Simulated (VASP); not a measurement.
# Germanene and its bilayer, part 2 of 5

Aim: relax germanene, place its levels against the vacuum, then find how two sheets stack and bind.

VASP 6.6.1, plane waves and PAW; the level of theory is named at each step.

So far. Step 2 (Relaxing the monolayer): The run ended after 5 ionic steps, 0.001 eV below its first step, once forces and stress met EDIFFG = -0.015. Step 3 (A second relaxation): The start already met the threshold, so nothing moved.

### Step 4. Vacuum level and density of states

Level of this step: optB86b-vdW; plane waves and PAW (Ge) (VASP).

A static run writes the electrostatic potential without exchange and correlation (LVHAR), which is flat in the vacuum and gives the level to count from. The dipole correction cancels the field that unlike faces would set up across the vacuum.

INCAR reads:

```
SYSTEM = Ge
PREC = Normal
ENCUT = 350
EDIFF = 1E-06
NELM = 120
ISMEAR = 0
SIGMA = 0.03
LREAL = .FALSE.
ALGO = Fast
GGA = MK
AGGAC = 0
LUSE_VDW = .TRUE.
PARAM1 = 0.1234
PARAM2 = 1
LASPH = .TRUE.
NBANDS = 10
LORBIT = 11
LWAVE = .FALSE.
LCHARG = .TRUE.
IDIPOL = 3
LDIPOL = .TRUE.
DIPOL = 0.5 0.5 0.5
LVHAR = .TRUE.
LVACPOTAV = .TRUE.
NEDOS = 1500
LELF = .TRUE.
```

POSCAR reads:

```
Ge
1.0
    4.0461999356      0.0000000000      0.0000000000
   -2.0230999678      3.5041119331      0.0000000000
    0.0000000000      0.0000000000     22.0000000000
Ge
2
Direct
    0.3333333333      0.6666666667      0.4838564851
    0.6666666667      0.3333333333      0.5161435149
```

KPOINTS reads:

```
Automatic mesh
0
Gamma
9 9 1
0 0 0
```

KPOINTS_OPT reads:

```
Line mode
14
Line-mode
Reciprocal
  0.00000000   0.00000000   0.00000000 GAMMA
  0.50000000   0.00000000   0.00000000 M

  0.50000000   0.00000000   0.00000000 M
  0.33333333   0.33333333   0.00000000 K

  0.33333333   0.33333333   0.00000000 K
  0.00000000   0.00000000   0.00000000 GAMMA
```

Potentials, in the order of the species: Ge (PBE family, release 64).

Started as:

```bash
$ mpirun -np 4 vasp_std
```

The program printed:

```text
[banner, memory and clock lines left out]
running    4 mpi-ranks, on    1 nodes
 distrk:  each k-point on    4 cores,    1 groups
 distr:  one band on    1 cores,    4 groups

 POSCAR found type information on POSCAR Ge
 POSCAR found :  1 types and       2 ions
 [... a notice as in an earlier step ...]

 [... a notice as in an earlier step ...]

 LDA part: xc-table for (Slater+PW92), standard interpolation
|                                                                             |
|           W    W    AA    RRRRR   N    N  II  N    N   GGGG   !!!           |
|           W    W   A  A   R    R  NN   N  II  NN   N  G    G  !!!           |
|           W    W  A    A  R    R  N N  N  II  N N  N  G       !!!           |
|           W WW W  AAAAAA  RRRRR   N  N N  II  N  N N  G  GGG   !            |
|           WW  WW  A    A  R   R   N   NN  II  N   NN  G    G                |
|           W    W  A    A  R    R  N    N  II  N    N   GGGG   !!!           |
|                                                                             |
|     The number of bands has been changed from the values supplied in        |
|     The orbitals not found in the WAVECAR file will be initialized with     |
|     random numbers, which is usually adequate. For correlated               |
|     calculations, however, you should redo the groundstate calculation.     |
|     I found NBANDS = 10. Now, NBANDS = 12.                                  |
|                                                                             |

 POSCAR, INCAR and KPOINTS ok, starting setup
 FFT: planning ... GRIDC
 FFT: planning ... GRID_SOFT
 FFT: planning ... GRID
 WAVECAR not read
 entering main loop
       N       E                     dE             d eps       ncg     rms          rms(c)
DAV:   1     0.366026404532E+02    0.36603E+02   -0.17128E+03   288   0.295E+02
DAV:   2    -0.154004677537E+01   -0.38143E+02   -0.35286E+02   404   0.631E+01
DAV:   3    -0.539580438584E+01   -0.38558E+01   -0.38393E+01   376   0.247E+01
DAV:   4    -0.546897762456E+01   -0.73173E-01   -0.73038E-01   392   0.418E+00
DAV:   5    -0.546984030765E+01   -0.86268E-03   -0.86267E-03   388   0.382E-01    0.264E+00
RMM:   6    -0.537384804016E+01    0.95992E-01   -0.43723E-02   305   0.825E-01    0.159E+00
RMM:   7    -0.531517299556E+01    0.58675E-01   -0.12358E-01   347   0.144E+00    0.157E-01
RMM:   8    -0.531108908989E+01    0.40839E-02   -0.63524E-03   365   0.471E-01    0.521E-02
RMM:   9    -0.531065777973E+01    0.43131E-03   -0.15073E-03   383   0.214E-01    0.365E-02
RMM:  10    -0.530807860566E+01    0.25792E-02   -0.98238E-04   414   0.163E-01    0.278E-02
RMM:  11    -0.530779716685E+01    0.28144E-03   -0.42979E-04   408   0.113E-01    0.190E-02
RMM:  12    -0.530844753728E+01   -0.65037E-03   -0.29525E-04   425   0.101E-01    0.107E-02
RMM:  13    -0.530864456524E+01   -0.19703E-03   -0.33672E-05   403   0.293E-02    0.679E-03
RMM:  14    -0.530905263596E+01   -0.40807E-03   -0.14502E-04   429   0.401E-02    0.280E-03
RMM:  15    -0.530907360595E+01   -0.20970E-04   -0.71053E-06   392   0.108E-02    0.166E-03
RMM:  16    -0.530913503917E+01   -0.61433E-04   -0.11136E-05   396   0.969E-03    0.659E-04
RMM:  17    -0.530914621923E+01   -0.11180E-04   -0.22567E-06   385   0.426E-03    0.706E-04
RMM:  18    -0.530915118552E+01   -0.49663E-05   -0.80307E-07   362   0.236E-03    0.185E-04
RMM:  19    -0.530915262213E+01   -0.14366E-05   -0.19122E-07   345   0.139E-03    0.168E-04
RMM:  20    -0.530915284210E+01   -0.21997E-06   -0.23297E-08   316   0.792E-04
|                                                                             |
|           W    W    AA    RRRRR   N    N  II  N    N   GGGG   !!!           |
|           W    W   A  A   R    R  NN   N  II  NN   N  G    G  !!!           |
|           W    W  A    A  R    R  N N  N  II  N N  N  G       !!!           |
|           W WW W  AAAAAA  RRRRR   N  N N  II  N  N N  G  GGG   !            |
|           WW  WW  A    A  R   R   N   NN  II  N   NN  G    G                |
|           W    W  A    A  R    R  N    N  II  N    N   GGGG   !!!           |
|                                                                             |
|     Did not find any points to average over, which means that no vacuum     |
|     field-free region was found. Please increase the size of  your cell     |
|     in the dimension of the dipole correction to obtain accurate            |
|     workfunction values.                                                    |
|                                                                             |

   1 F= -.53091528E+01 E0= -.53087349E+01  d E =-.835836E-03
 Start KPOINTS_OPT (optional k-point list driver)
k-point batch [1-12\42]
       N       E                     dE             ncg
DAV:   1    -0.357403576909E+03   -0.11947E+04      288
DAV:   2    -0.721026135765E+03   -0.36362E+03      472
DAV:   3    -0.758698061840E+03   -0.37672E+02      368
DAV:   4    -0.759253850812E+03   -0.55579E+00      368
DAV:   5    -0.759261058059E+03   -0.72072E-02      336
DAV:   6    -0.759261285980E+03   -0.22792E-03      372
DAV:   7    -0.759261289311E+03   -0.33312E-05      372
DAV:   8    -0.759261289413E+03   -0.10151E-06      264
[...]
k-point batch [37-42\42]
       N       E                     dE             ncg
DAV:   1     0.772281202984E+03   -0.29195E+03      144
DAV:   2     0.603037657287E+03   -0.16924E+03      252
DAV:   3     0.580993613909E+03   -0.22044E+02      180
DAV:   4     0.580653185063E+03   -0.34043E+00      160
DAV:   5     0.580646834617E+03   -0.63504E-02      180
DAV:   6     0.580646711288E+03   -0.12333E-03      184
DAV:   7     0.580646710673E+03   -0.61437E-06      184
```

Wall time 22 s (4 MPI ranks of Intel Xeon 6975P-C (Granite Rapids), shared host); peak memory 0.98 GiB; 78 s of CPU time.

From OUTCAR (step 4):

```text
The static configuration has the point symmetry D_3d.

 Found     12 irreducible k-points:

   k-points           NKPTS =     12   k-points in BZ     NKDIM =     12   number of bands    NBANDS=     12

   NELECT =       8.0000    total number of electrons

 E-fermi :  -3.4239

 k-point     1 :       0.0000    0.0000    0.0000
  band No.  band energies     occupation
      1     -14.5886      2.00000
      2      -6.9784      2.00000
      3      -3.7886      2.00000
      4      -3.7886      2.00000
      5      -2.8866      0.00000
      6      -1.3285      0.00000
      7       0.4017      0.00000
      8       0.4781      0.00000
      9       0.4781      0.00000
    ...

 k-point     2 :       0.1111    0.0000    0.0000
  band No.  band energies     occupation
      1     -14.4549      2.00000
      2      -7.1079      2.00000
      3      -4.9835      2.00000
      4      -4.0531      2.00000
      5      -1.7065      0.00000
      6      -1.2570      0.00000
      7       0.3570      0.00000
      8       0.5551      0.00000
      9       0.9629      0.00000
    ...

Total vdW correction in eV:      1.8194937

  Total        0.0022459      0.0022459     -0.0068701      0.0000000     -0.0000000      0.0000000
  in kB        0.0115357      0.0115357     -0.0352881      0.0000000     -0.0000000      0.0000000
  external PRESSURE =      -0.0040722 kB  Pullay stress =       0.0000000 kB

 POSITION                                       TOTAL-FORCE (eV/Angst)
 -----------------------------------------------------------------------------------
     -0.00000      2.33607     10.64484        -0.000000     -0.000000      0.000745
      2.02310      1.16804     11.35516         0.000000      0.000000     -0.000745
 -----------------------------------------------------------------------------------
    total drift:                                0.000000     -0.000000      0.000000

  FREE ENERGIE OF THE ION-ELECTRON SYSTEM (eV)
  ---------------------------------------------------
  free  energy   TOTEN  =        -5.3091528421 eV

  energy  without entropy=       -5.3083170057  energy(sigma->0) =       -5.30873492

Total vdW correction in eV:      1.8194914

 vacuum level on the upper side and lower side of the slab         1.161         1.161

[... 9 parts as in an earlier step ...]

[... 5 further parts left out ...]
```

This step gave:

```yaml
electronic_cycles: 20
vacuum_levels: 1.161, 1.161 eV
work_functions_of_the_upper_and_lower_face: 4.585, 4.585 eV
```

The electronic bands at the labelled points (eV, zero at the Fermi level; # counts the bands kept):

| point | #1 | #2 | #3 | #4 | #5 | #6 | #7 | #8 |
| --- | --- | --- | --- | --- | --- | --- | --- | --- |
| Γ | -11.16 | -3.55 | -0.36 | -0.36 | 0.54 | 2.10 | 3.83 | 3.90 |
| 0.54 of the way | -10.40 | -5.14 | -2.02 | -1.36 | 1.69 | 2.27 | 4.22 | 4.68 |
| M | -9.16 | -7.32 | -1.88 | -1.16 | 0.67 | 1.71 | 5.22 | 6.02 |
| 0.46 of the way | -8.94 | -7.44 | -2.87 | -0.75 | 0.59 | 3.18 | 4.96 | 5.88 |
| K | -8.16 | -8.16 | -3.60 | 0.00 | 0.00 | 4.34 | 6.16 | 6.16 |
| 0.54 of the way | -10.41 | -5.04 | -1.96 | -1.80 | 2.10 | 3.19 | 3.65 | 4.67 |
| Γ | -11.16 | -3.55 | -0.36 | -0.36 | 0.54 | 2.10 | 3.83 | 3.90 |

The electronic bands as a text plot (rows in eV, shown from -8.0 to 4.3 only):

```
    4.1 |*************              *           *****    ********
    3.6 |  ****                    *               ***********
    3.0 |                         *                  ****
    2.5 |         *              *                       **
    2.0 |******************   ***                  **************
    1.5 |  ****    *****   ***                  ***         **
    1.0 | *             ***                   **              **
    0.5 |*                 *************  ****                  *
    0.0 |                              *****
   -0.6 |******                    ****     **             ******
   -1.1 |  **  ****        ********           ****       ** **
   -1.6 |    **    ********                       *******  *
   -2.1 |      *******     ******                  ********
   -2.6 |                        **               *
   -3.1 |                          ***        ****
   -3.6 |******                       ********             ******
   -4.1 |      ***                                       **
   -4.7 |         *                                    **
   -5.2 |          **                                **
   -5.7 |            *                             **
   -6.2 |             **                          *
   -6.7 |               ***                     **
   -7.2 |                  ********         ****
   -7.7 |                          *****  **
         Γ                   M           K                      Γ
```

Zero at the Fermi level. The planar average of the electrostatic potential by height:

| height (Å) | planar average of the electrostatic potential (eV) |
| --- | --- |
| 0 | 4.59 |
| 1 | 4.59 |
| 2 | 4.59 |
| 3 | 4.59 |
| 4 | 4.59 |
| 5 | 4.59 |
| 6 | 4.59 |
| 7 | 4.58 |
| 8 | 4.55 |
| 9 | 4.14 |
| 10 | -1.43 |
| 11 | -9.66 |
| 12 | -1.43 |
| 13 | 4.14 |
| 14 | 4.55 |
| 15 | 4.58 |
| 16 | 4.59 |
| 17 | 4.59 |
| 18 | 4.59 |
| 19 | 4.59 |
| 20 | 4.59 |
| 21 | 4.59 |

ELF in the ca plane at fractional y = 0.333, with atoms of Ge within 0.2 Å of it. It is the smooth field of the valence electrons, not physical close to the nuclei.

Ten even steps from '0' (0.00) to '9' (0.87), each cell a mean:
```
10000000000000000000000013467888876310000000
00000000000000000000000012457899998531000000
00000000000000000000000012357778999742000000
00000000000000000000000012356668999742000000
00000000000000000000000012357788998642000000
00000000000000000000000012457899997531000000
00000000000000000000000123567888875310000000
00000000000000000000000124677765432100000000
00000000000000000000000135677653210000000000
10000000000000000000000135677654211000000000
00000000000000000000000124567776542100000000
```
Columns run along c (16.0 Å, from fractional 0.02 to 0.74 of the cell), rows up along a (4.0 Å). Atoms in or near the plane, at fractional coordinates: Ge at (0.52, 0.67).

Valence density in the ca plane at fractional y = 0.333, with atoms of Ge within 0.2 Å of it. It is the smooth field of the valence electrons, not physical close to the nuclei.

Ten even steps from '0' (-0.01 e/Å³) to '9' (0.39 e/Å³), each cell a mean:
```
00000000000000000000000000135787521000000000
00000000000000000000000000136999852100000000
00000000000000000000000000137734873100000000
00000000000000000000000000137601873100000000
00000000000000000000000000136856963100000000
00000000000000000000000000136999842000000000
00000000000000000000000000135787421000000000
00000000000000000000000001235554210000000000
00000000000000000000000001235543110000000000
00000000000000000000000001235543210000000000
00000000000000000000000001235654310000000000
```
Columns run along c (16.0 Å, from fractional 0.02 to 0.74 of the cell), rows up along a (4.0 Å). Atoms in or near the plane, at fractional coordinates: Ge at (0.52, 0.67).

The vacuum level lies 4.58 eV above the Fermi level at the upper face; both faces agree, as the slab has next to no dipole.

The program found no field-free point at its default tolerance, but its printed level agrees with the flat part of the planar average.

### Step 5. The slab in a field, field -0.1

A field across the slab, with the atoms held, gives the electronic response: the dipole changes linearly with the field, and the energy has a linear term from the slab's own dipole and a quadratic one from its polarisability.

Edit INCAR of step 4 so:

```diff
@@ -18,3 +18,4 @@
 LWAVE = .FALSE.
-LCHARG = .TRUE.
+LCHARG = .FALSE.
+KPAR = 4
 IDIPOL = 3
@@ -22,5 +23,2 @@
 DIPOL = 0.5 0.5 0.5
-LVHAR = .TRUE.
-LVACPOTAV = .TRUE.
-NEDOS = 1500
-LELF = .TRUE.
+EFIELD = -0.1
```

POSCAR is that of step 4.

KPOINTS is that of step 4.

Started as:

```bash
$ mpirun -np 4 vasp_std
```

The program printed:

```text
[... set-up lines as in an earlier step ...]
 entering main loop
       N       E                     dE             d eps       ncg     rms          rms(c)
DAV:   1     0.384219662124E+02    0.38422E+02   -0.17020E+03   240   0.354E+02
DAV:   2    -0.226263148831E+01   -0.40685E+02   -0.37026E+02   378   0.683E+01
DAV:   3    -0.542464777581E+01   -0.31620E+01   -0.31567E+01   286   0.264E+01
DAV:   4    -0.547643492507E+01   -0.51787E-01   -0.51777E-01   416   0.400E+00
DAV:   5    -0.547663070198E+01   -0.19578E-03   -0.19577E-03   358   0.203E-01    0.265E+00
RMM:   6    -0.537575003879E+01    0.10088E+00   -0.52506E-02   250   0.104E+00    0.159E+00
RMM:   7    -0.531746088585E+01    0.58289E-01   -0.11883E-01   300   0.166E+00    0.201E-01
RMM:   8    -0.531608292890E+01    0.13780E-02   -0.83927E-03   331   0.598E-01    0.128E-01
RMM:   9    -0.531213869647E+01    0.39442E-02   -0.22385E-03   320   0.288E-01    0.450E-02
RMM:  10    -0.531191907266E+01    0.21962E-03   -0.48877E-04   343   0.126E-01    0.357E-02
RMM:  11    -0.530958727384E+01    0.23318E-02   -0.11359E-03   337   0.171E-01    0.266E-02
RMM:  12    -0.530956111947E+01    0.26154E-04   -0.23641E-04   330   0.844E-02    0.188E-02
RMM:  13    -0.531015386636E+01   -0.59275E-03   -0.31263E-04   339   0.119E-01    0.844E-03
RMM:  14    -0.531015750360E+01   -0.36372E-05   -0.35706E-05   336   0.396E-02    0.454E-03
RMM:  15    -0.531038124310E+01   -0.22374E-03   -0.68184E-05   351   0.374E-02    0.341E-03
RMM:  16    -0.531040871747E+01   -0.27474E-04   -0.37368E-06   303   0.101E-02    0.274E-03
RMM:  17    -0.531051060744E+01   -0.10189E-03   -0.30057E-05   330   0.183E-02    0.718E-04
RMM:  18    -0.531051233805E+01   -0.17306E-05   -0.19920E-06   304   0.509E-03    0.559E-04
RMM:  19    -0.531052294578E+01   -0.10608E-04   -0.27906E-06   302   0.495E-03    0.173E-04
RMM:  20    -0.531052450266E+01   -0.15569E-05   -0.53336E-07   278   0.223E-03    0.942E-05
RMM:  21    -0.531052510653E+01   -0.60387E-06   -0.83317E-08   249   0.119E-03
   1 F= -.53105251E+01 E0= -.53101132E+01  d E =-.823772E-03
```

Elapsed: 63 s, on 4 MPI ranks; peak memory 1.8 GiB.

Parts of OUTCAR (step 5):

```text
   NELECT =       8.0000    total number of electrons

 dipolmoment           0.000000      0.000000     -0.027442 electrons x Angstroem

 E-fermi :  -3.4246

 k-point     1 :       0.0000    0.0000    0.0000
  band No.  band energies     occupation
      1     -14.5892      2.00000
      2      -6.9791      2.00000
      3      -3.7893      2.00000
      4      -3.7893      2.00000
      5      -2.8875      0.00000
      6      -1.3357      0.00000
      7       0.2670      0.00000
      8       0.4774      0.00000
      9       0.4774      0.00000
    ...

Total vdW correction in eV:      1.8194750

  Total        0.0032210      0.0032210     -0.0093634      0.0000000      0.0000000      0.0000000
  in kB        0.0165447      0.0165447     -0.0480944      0.0000000      0.0000000      0.0000000
  external PRESSURE =      -0.0050017 kB  Pullay stress =       0.0000000 kB

 POSITION                                       TOTAL-FORCE (eV/Angst)
 -----------------------------------------------------------------------------------
     -0.00000      2.33607     10.64484         0.000000      0.000000      0.000489
      2.02310      1.16804     11.35516        -0.000000     -0.000000     -0.000489
 -----------------------------------------------------------------------------------
    total drift:                               -0.000000      0.000000      0.000104

  FREE ENERGIE OF THE ION-ELECTRON SYSTEM (eV)
  ---------------------------------------------------
  free  energy   TOTEN  =        -5.3105251065 eV

  energy  without entropy=       -5.3097013350  energy(sigma->0) =       -5.31011322

Total vdW correction in eV:      1.8194747

 vacuum level on the upper side and lower side of the slab         1.746         0.273

[... 8 parts as in an earlier step ...]

[... 9 further parts left out ...]
```

This step gave:

| Property | Result |
| --- | --- |
| electronic cycles | 21 |
| free energy (TOTEN) | -5.311 eV |
| energy at zero smearing | -5.310 eV |
| Fermi energy | -3.425 eV |
| dipole moment | 0, 0, -0.02744 e·Å |

VASP counts the dipole in electrons times Å, so a positive number points the physical dipole along −c. A positive EFIELD is likewise a physical field along −c.

Energy at zero smearing: -5.31011 eV.

### Step 6. The slab in a field, field 0.1

Edit INCAR of step 5 so:

```diff
@@ -23,2 +23,2 @@
 DIPOL = 0.5 0.5 0.5
-EFIELD = -0.1
+EFIELD = 0.1
```

POSCAR is that of step 5.

KPOINTS is that of step 5.

Started as:

```bash
$ mpirun -np 4 vasp_std
```

The program printed:

```text
[... set-up lines as in an earlier step ...]
 entering main loop
       N       E                     dE             d eps       ncg     rms          rms(c)
DAV:   1     0.385440924337E+02    0.38544E+02   -0.16976E+03   240   0.354E+02
DAV:   2    -0.214005049428E+01   -0.40684E+02   -0.36907E+02   370   0.677E+01
DAV:   3    -0.543549800900E+01   -0.32954E+01   -0.32909E+01   308   0.269E+01
DAV:   4    -0.547657268525E+01   -0.41075E-01   -0.41070E-01   398   0.356E+00
[...]
RMM:  19    -0.531052295297E+01   -0.10622E-04   -0.27926E-06   300   0.495E-03    0.171E-04
RMM:  20    -0.531052450011E+01   -0.15471E-05   -0.52728E-07   275   0.223E-03    0.963E-05
RMM:  21    -0.531052510026E+01   -0.60016E-06   -0.80933E-08   249   0.118E-03
   1 F= -.53105251E+01 E0= -.53101132E+01  d E =-.823772E-03
```

The job ended after 62 s (4 MPI ranks; peak memory 1.8 GiB).

Parts of OUTCAR (step 6):

```text
  Total        0.0032206      0.0032206     -0.0093606      0.0000000      0.0000000      0.0000000
  in kB        0.0165423      0.0165423     -0.0480803      0.0000000      0.0000000      0.0000000
  external PRESSURE =      -0.0049986 kB  Pullay stress =       0.0000000 kB

 POSITION                                       TOTAL-FORCE (eV/Angst)
 -----------------------------------------------------------------------------------
     -0.00000      2.33607     10.64484         0.000000      0.000000      0.000490
      2.02310      1.16804     11.35516        -0.000000      0.000000     -0.000490
 -----------------------------------------------------------------------------------
    total drift:                                0.000000     -0.000000     -0.000101

  FREE ENERGIE OF THE ION-ELECTRON SYSTEM (eV)
  ---------------------------------------------------
  free  energy   TOTEN  =        -5.3105251003 eV

  energy  without entropy=       -5.3097013281  energy(sigma->0) =       -5.31011321

[... 2 parts as in an earlier step ...]

[... 1 further part left out ...]
[key lines of the parts left out:]
E-fermi :  -3.4246
```

This step gave:

* dipole moment: 0, 0, 0.02744 e·Å

Energy at zero smearing: -5.31011 eV.

(Part 2 of 5 ends here.)

[Lines on the potential files, build, host, timing and source positions are cut from VASP's logs without a mark.]

[Logs are printed without paths, hosts, clocks, repeated set-up lines and the standing remarks that a program may print on its own settings, such as how far it seeks lower states.]

[Hosts, paths, dates, database ids (printed as entryN), source tags and the programs' standing remarks are cut or masked in the printed files.]

[Runs that stopped without an error message from VASP are left out.]
